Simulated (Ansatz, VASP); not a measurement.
# Cross-check of Li22Si12O35 between VASP and Ansatz

One calculation is typed for both programs; each brings its own data sets. How far apart do they land? The structure shown is frame 67 of Ansatz's trajectory.

Calculated with Ansatz 0.2.0; plane waves, with VASP 6.6.1 beside it; single point at PBE.

## (1) The structure

The cell holds 69 atoms: 12 Si, 22 Li and 35 O. Its edges and angles: a = 9.078 Å, b = 9.078 Å, c = 9.078 Å, α = 90.0°, β = 90.0°, γ = 90.0°. As first built, before any earlier steps moved the atoms (in the runner's words): 69 atoms (12 Si, 22 Li, 35 O) placed at random at 2.33 g/cm^3, melted at 4000 K for 10 ps at fixed volume with the Morse and Coulomb pair potential with partial charges (Pedone, Malavasi, Menziani, Cormack and Segre, J. Phys. Chem. B 110, 11780 (2006)). Snapshot at the end of a hold of 10 ps at 3000 K and fixed volume.

## (2) Ansatz: dynamics, PBE

Ansatz runs on its default PAW (the set named soft_2) files.

One frame of this run of dynamics is then solved in both programs, so the motion causes no difference.

Input file input.yaml:

```yaml
crystal:
  lattice:
    - [9.0778, 0.0, 0.0]
    - [0.0, 9.0778, 0.0]
    - [0.0, 0.0, 9.0778]
  atoms:
    - { symbol: Si, position: [0.87934, 0.73594, 0.77223] }
    - { symbol: Si, position: [0.72917, 0.06179, 0.32846] }
    - { symbol: Si, position: [0.21383, 0.7234, 0.09634] }
    - { symbol: Si, position: [0.14914, 0.03284, 0.03838] }
    - { symbol: Si, position: [0.82409, 0.15845, 0.04962] }
    - { symbol: Si, position: [0.18822, 0.67248, 0.67457] }
    - { symbol: Si, position: [0.60553, 0.69017, 0.36993] }
    - { symbol: Si, position: [0.36366, 0.00373, 0.75369] }
    - { symbol: Si, position: [0.55062, 0.34987, 0.46959] }
    - { symbol: Si, position: [0.71564, 0.37706, 0.78953] }
    - { symbol: Si, position: [0.29289, 0.45789, 0.15189] }
    - { symbol: Si, position: [0.21843, 0.36569, 0.53523] }
    - { symbol: Li, position: [0.97512, 0.43821, 0.19682] }
    - { symbol: Li, position: [0.46453, 0.5064, 0.85102] }
    - { symbol: Li, position: [0.06587, 0.21489, 0.20565] }
    - { symbol: Li, position: [0.61972, 0.392, 0.1798] }
    - { symbol: Li, position: [0.1006, 0.02105, 0.7135] }
    - { symbol: Li, position: [0.52147, 0.67231, 0.71116] }
    - { symbol: Li, position: [0.40303, 0.97943, 0.19257] }
    - { symbol: Li, position: [0.40048, 0.22277, 0.8523] }
    - { symbol: Li, position: [0.44277, 0.92276, 0.44896] }
    - { symbol: Li, position: [0.83615, 0.25692, 0.51588] }
    - { symbol: Li, position: [0.71835, 0.97248, 0.65881] }
    - { symbol: Li, position: [0.09812, 0.49754, 0.92409] }
    - { symbol: Li, position: [0.83908, 0.71302, 0.12514] }
    - { symbol: Li, position: [0.85151, 0.13561, 0.74558] }
    - { symbol: Li, position: [0.13759, 0.06377, 0.47403] }
    - { symbol: Li, position: [0.99296, 0.89569, 0.3544] }
    - { symbol: Li, position: [0.32435, 0.76894, 0.34478] }
    - { symbol: Li, position: [0.59171, 0.693, 0.97203] }
    - { symbol: Li, position: [0.59616, 0.89428, 0.00706] }
    - { symbol: Li, position: [0.88965, 0.87975, 0.53579] }
    - { symbol: Li, position: [0.8561, 0.56281, 0.56227] }
    - { symbol: Li, position: [0.06081, 0.61576, 0.36076] }
    - { symbol: O, position: [0.04362, 0.6466, 0.13757] }
    - { symbol: O, position: [0.91746, 0.92438, 0.72862] }
    - { symbol: O, position: [0.98074, 0.08386, 0.03448] }
    - { symbol: O, position: [0.77744, 0.79259, 0.93905] }
    - { symbol: O, position: [0.12961, 0.42719, 0.41022] }
    - { symbol: O, position: [0.3151, 0.01579, 0.59722] }
    - { symbol: O, position: [0.66912, 0.51225, 0.89488] }
    - { symbol: O, position: [0.83857, 0.38663, 0.67172] }
    - { symbol: O, position: [0.12134, 0.79815, 0.57856] }
    - { symbol: O, position: [0.44978, 0.43318, 0.10058] }
    - { symbol: O, position: [0.26561, 0.10303, 0.14755] }
    - { symbol: O, position: [0.79656, 0.70538, 0.31531] }
    - { symbol: O, position: [0.34152, 0.78829, 0.73008] }
    - { symbol: O, position: [0.14168, 0.22709, 0.61376] }
    - { symbol: O, position: [0.7052, 0.0593, 0.14521] }
    - { symbol: O, position: [0.84057, 0.2925, 0.15616] }
    - { symbol: O, position: [0.75129, 0.22244, 0.90894] }
    - { symbol: O, position: [0.91183, 0.08956, 0.34637] }
    - { symbol: O, position: [0.64496, 0.22899, 0.40697] }
    - { symbol: O, position: [0.00977, 0.64957, 0.78396] }
    - { symbol: O, position: [0.28967, 0.60435, 0.96323] }
    - { symbol: O, position: [0.51292, 0.04233, 0.79223] }
    - { symbol: O, position: [0.37738, 0.32023, 0.47686] }
    - { symbol: O, position: [0.5801, 0.37723, 0.67974] }
    - { symbol: O, position: [0.16479, 0.3573, 0.08416] }
    - { symbol: O, position: [0.27159, 0.59454, 0.2441] }
    - { symbol: O, position: [0.68484, 0.94392, 0.42068] }
    - { symbol: O, position: [0.23795, 0.07811, 0.8697] }
    - { symbol: O, position: [0.51334, 0.77061, 0.20444] }
    - { symbol: O, position: [0.50128, 0.72559, 0.50336] }
    - { symbol: O, position: [0.16286, 0.90127, 0.27938] }
    - { symbol: O, position: [0.60416, 0.49544, 0.40562] }
    - { symbol: O, position: [0.76107, 0.69436, 0.67202] }
    - { symbol: O, position: [0.22738, 0.50608, 0.65566] }
    - { symbol: O, position: [0.1889, 0.86917, 0.00909] }
kpoints:
  mp_grid: { grid: [1, 1, 1] }
hamiltonian:
  xc: pbe
scf:
  occupations: { method: fermi_dirac, width: 0.078 }
output:
  forces: true
md:
  timestep: 1.0
  n_steps: 200
  ensemble: nvt_langevin
  temperature: 900
  initial_velocities: maxwell_boltzmann
  seed: 3133
```

Started as:

```
$ ansatz run input.yaml --threads 4 --pin off --max-ram 8192MiB --backend cpu --events-out ev --progress --plain --runs-dir out
```

Numbers of over 12 decimals in the logs are rounded to 6 here.

The program printed:

```text
Warning: md: disabling space-group detection — thermal motion breaks the input geometry's symmetry, so no spatial operation reduces the k-mesh or symmetrises the density; time reversal is kept, so that k and −k are solved as one point where they differ and the mesh holds both, and exact exchange and, on two spinor components, a DFT+U term hold to it where the run has them: on two components no moment then forms, and  [...]
Engine: ansatz 0.2.0, aarch64-unknown-linux-gnu
Pseudopotentials: kind: paw
Pseudopotential: Si, paw, valence charge 4, recommended cutoff 420 eV (normal), Si.paw.azcp
Pseudopotential: Li, paw, valence charge 3, recommended cutoff 420 eV (normal), Li.paw.azcp
Pseudopotential: O, paw, valence charge 6, recommended cutoff 420 eV (normal), O.paw.azcp
Functional definition: PBE
  parameter kappa = 0.804
  parameter beta = 0.066725
  exchange = pbe_x(kappa = kappa, mu = beta*pi^2/3)
  correlation = pbe_c(beta = beta)
Crystal: 69 atoms, lattice volume = 748.069 Å³
Basis set: ecut = 420 eV, 14771 PW (Γ), exchange–correlation on 128×128×128 points (8 copies of the dense FFT grid, shifted against one another)
Bands: 231, of which v1, the nominal top of the filled ones, is band 162 counted from 1 (161 counted from 0)
Symmetry: 1 space group operations
k-points: 1
Non-local potential: Si, projectors of the file, l = 0: 2, l = 1: 2, l = 2: 2
Non-local potential: Li, projectors of the file, l = 0: 3, l = 1: 2, l = 2: 1
Non-local potential: O, projectors of the file, l = 0: 2, l = 1: 2, l = 2: 1
PAW form: soft (Blöchl's): semilocal exchange-correlation on the pseudo side does not see the compensation charge
PAW one-centre angular grid: Si, 110 points (default); XC on 64 Gauss nodes
PAW one-centre angular grid: Li, 110 points (default); XC on 64 Gauss nodes
PAW one-centre angular grid: O, 110 points (default); XC on 64 Gauss nodes
Initial density: superposition of atomic densities (neutral atoms: chi_scale 0, normalization atom), corrected by the library's trained network
Initial wavefunctions: pseudopotential atomic-orbital guess
Functional: x = pbe(κ = 0.804, μ = 0.219515), c = pbe(β = 0.066725)
SCF iter   1: F=—  HF=-32037.772880 eV  |F-HF|=—  |Δ(HF+E_count)|=         —  Δρ=5.36e-3  dr2=3.26e-1  ethr=1.77e-3  ⟨swp⟩=6.0  Hψ=1021  notcnv=0  defer=27
preconditioner: auto → Resta (q_TF=auto, 2.373 Å⁻¹)  ε∞=3.3  [insulator: Δε(μ)=1.507 eV  Ē_g=14.918 eV  σ=0.078 eV  W_gap=1.00  n_scr=170 (ndim 8)  ℏωp=22.7 eV  f_vac=0.074  D(μ)=0.00/eV (n_scr^D=0)  ε∞_Penn≈3.3]
SCF iter   2: F=—  HF=-32037.708228 eV  |F-HF|=—  |Δ(HF+E_count)|=   6.47e-2  Δρ=3.29e-3  dr2=8.77e-2  ethr=1.01e-4  ⟨swp⟩=2.0  Hψ=383  notcnv=0  defer=50
SCF iter   3: F=—  HF=-32037.693878 eV  |F-HF|=—  |Δ(HF+E_count)|=   1.43e-2  Δρ=1.49e-3  dr2=3.48e-2  ethr=2.71e-5  ⟨swp⟩=2.0  Hψ=277  notcnv=0  defer=50
SCF iter   4: F=—  HF=-32037.687341 eV  |F-HF|=—  |Δ(HF+E_count)|=   6.54e-3  Δρ=9.11e-4  dr2=6.63e-3  ethr=1.07e-5  ⟨swp⟩=2.0  Hψ=278  notcnv=0  defer=50
SCF iter   5: F=—  HF=-32037.686383 eV  |F-HF|=—  |Δ(HF+E_count)|=   9.59e-4  Δρ=3.46e-4  dr2=8.95e-4  ethr=2.05e-6  ⟨swp⟩=2.0  Hψ=372  notcnv=0  defer=60
SCF iter   6: F=—  HF=-32037.686479 eV  |F-HF|=—  |Δ(HF+E_count)|=   9.64e-5  Δρ=1.61e-4  dr2=1.78e-4  ethr=2.76e-7  ⟨swp⟩=2.0  Hψ=284  notcnv=0  defer=60
SCF iter   7: F=—  HF=-32037.686480 eV  |F-HF|=—  |Δ(HF+E_count)|=   9.62e-7  Δρ=4.79e-5  dr2=1.76e-5  ethr=5.50e-8  ⟨swp⟩=2.0  Hψ=306  notcnv=0  defer=60
SCF iter   8: F=—  HF=-32037.687647 eV  |F-HF|=—  |Δ(HF+E_count)|=   1.17e-3  Δρ=2.56e-5  dr2=4.68e-6  ethr=5.43e-9  ⟨swp⟩=2.0  Hψ=334  notcnv=0  defer=60
SCF iter   9: F=—  HF=-32037.687649 eV  |F-HF|=—  |Δ(HF+E_count)|=   1.97e-6  Δρ=1.15e-5  dr2=9.64e-7  ethr=1.44e-9  ⟨swp⟩=2.0  Hψ=306  notcnv=0  defer=60
SCF iter  10: F=—  HF=-32037.687649 eV  |F-HF|=—  |Δ(HF+E_count)|=   3.06e-7  Δρ=3.39e-6  dr2=9.21e-8  ethr=2.97e-10  ⟨swp⟩=2.0  Hψ=287  notcnv=0  defer=60
SCF iter  11: F=-32037.687649 eV  HF=-32037.687649 eV  |F-HF|=2.34e-8  |Δ(HF+E_count)|=   1.19e-7  Δρ=2.76e-6  dr2=4.93e-8  ethr=2.13e-11  ⟨swp⟩=4.0  Hψ=649  notcnv=0
SCF 1 converged in 11 iterations: F = -32037.687649 eV  dr2 = 4.93e-8
  greatest PAW one-centre occupation: 1.000 electrons in one spin orbital (limit 2), on the Li atom at site 24 (counted from 0), in its partial waves of l = 0
md step     0: t =     0.00 fs  T =   887.0 K  F+E_penalty+E_count = -32037.68764928 eV  E_kin = 7.910712 eV  (11 SCF iters)
[... from here on, the SCF cycles and remarks between the steps are left out ...]
md step   191: t =   191.00 fs  T =  1255.6 K  F+E_penalty+E_count = -32058.48413698 eV  E_kin = 11.198530 eV  (7 SCF iters)
md step   192: t =   192.00 fs  T =  1283.4 K  F+E_penalty+E_count = -32058.66711978 eV  E_kin = 11.446374 eV  (6 SCF iters)
md step   193: t =   193.00 fs  T =  1321.7 K  F+E_penalty+E_count = -32058.80570418 eV  E_kin = 11.788254 eV  (7 SCF iters)
md step   194: t =   194.00 fs  T =  1345.7 K  F+E_penalty+E_count = -32058.89159831 eV  E_kin = 12.002099 eV  (7 SCF iters)
md step   195: t =   195.00 fs  T =  1353.8 K  F+E_penalty+E_count = -32058.92642266 eV  E_kin = 12.074450 eV  (6 SCF iters)
md step   196: t =   196.00 fs  T =  1328.2 K  F+E_penalty+E_count = -32058.91333649 eV  E_kin = 11.845692 eV  (7 SCF iters)
md step   197: t =   197.00 fs  T =  1283.9 K  F+E_penalty+E_count = -32058.84995651 eV  E_kin = 11.451363 eV  (7 SCF iters)
md step   198: t =   198.00 fs  T =  1247.3 K  F+E_penalty+E_count = -32058.76078655 eV  E_kin = 11.124967 eV  (6 SCF iters)
md step   199: t =   199.00 fs  T =  1203.0 K  F+E_penalty+E_count = -32058.65573929 eV  E_kin = 10.729524 eV  (7 SCF iters)
md step   200: t =   200.00 fs  T =  1198.2 K  F+E_penalty+E_count = -32058.53727131 eV  E_kin = 10.686538 eV  (8 SCF iters)
SCF converged after 8 iterations
Free energy (F): -32058.537271 eV
Harris-Foulkes:  -32058.537271 eV  (|F-HF|=1.05e-7)
Internal energy: -32058.537271 eV  (E = F + TS)
E sigma→0 (E₀):  -32058.537271 eV
Entropy (-TS):   -0.000000 eV (-0.000 meV/atom)
Fermi energy:    5.427820 eV
--- Per-component energies (eV) ---
  E_band       = -2643.582444
  E_kinetic    = 7242.926296
  E_local      = -19074.559569  (includes V_loc(G=0)·N_el)
  E_nonlocal   = 1237.429710
  E_hartree    = 6872.184747
  E_xc         = -3522.715830
  E_vxc        = -4216.352878  (∫ρ·V_xc dr)
  E_paw        = -12164.280061  (= ΣΔE_a)
  E_vpaw       = -1577.483465  (= ΣTr[D̂ρ^β])
  E_aug_tail   = 0.087516  (compensation charges beyond the density's cutoff)
  E_ewald      = -12649.610080
  E_smearing   = -0.000000  (= −TS)
  E_closure    = -0.000000  (closes the sum)
  Σ components = -32058.537271   (vs F -32058.537271, Δ=0.00e0)
--- Forces (eV/Å), atoms counted from 1 ---
  atom   1  Si    -1.82311467    -1.52013588    -0.13752073
  atom   2  Si    -0.09257460     0.22389935     2.49333819
  atom   3  Si    -0.69417511    -1.30186482    -0.22354440
  atom   4  Si     1.97898650     2.27432713     3.32536643
  atom   5  Si    -1.94807116    -1.62362224     0.48108490
  atom   6  Si     0.36439555     1.62640753     1.61983574
  atom   7  Si    -3.33005313     0.19576995     0.27453298
  atom   8  Si    -0.34285396     0.59940662    -2.33694820
  atom   9  Si    -1.08931780    -0.17571118    -0.51785913
  atom  10  Si     1.50082736    -1.29840026    -0.53169061
  atom  11  Si    -1.81440321     0.86583305     0.58194836
  atom  12  Si    -0.63201728     0.85724159    -2.43571624
  atom  13  Li     0.41575603     0.50990091     0.39649257
  atom  14  Li     0.36470525     0.62294795    -0.67693313
  atom  15  Li     0.48886260    -0.90564150    -0.23898560
  atom  16  Li     0.34812321     0.35240190    -0.11048277
  atom  17  Li    -0.69775392    -0.11331358    -0.24591790
  atom  18  Li     0.62449014    -0.33809999    -0.41745028
  atom  19  Li     0.76581590    -0.20943333     0.45145764
  atom  20  Li    -0.22240924    -0.30626544     0.34098224
  atom  21  Li    -0.43684745     0.32664438    -0.70717196
  atom  22  Li     0.58528572    -0.36274172    -0.65811765
  atom  23  Li    -0.12923541    -0.46971187    -0.12818250
  atom  24  Li     0.39708028    -0.35283599     0.03365604
[...]
atom  62  O     -1.06203607    -2.24734397    -1.21462113
  atom  63  O     -0.61015842    -0.13186426    -0.95267282
  atom  64  O      1.30028139    -0.23059816    -0.60141863
  atom  65  O      0.32861857     0.57374114    -2.26913966
  atom  66  O      0.78252312    -0.66338260    -0.20574978
  atom  67  O      0.69622309     0.76857253    -1.49552803
  atom  68  O      0.54305697     0.95792325     0.11526118
  atom  69  O      1.18738942    -3.62144228     0.81813582
  max |Σ_I F_I| component: 9.60e-5 eV/Å
--- MD trajectory: 200 steps, t = 0.0 → 200.0 fs ---
  final state: T = 1198.2 K   F+E_penalty+E_count = -32058.53727131 eV   E_kin = 10.686538 eV
```

[end of part 1 of 2]

[Lines on the potential files, build, host, timing and source positions are cut from VASP's logs without a mark.]

[Logs are printed without paths, hosts, clocks, repeated set-up lines and the standing remarks that a program may print on its own settings, such as how far it seeks lower states.]

[Hosts, paths, dates, database ids (printed as entryN), source tags and the programs' standing remarks are cut or masked in the printed files.]
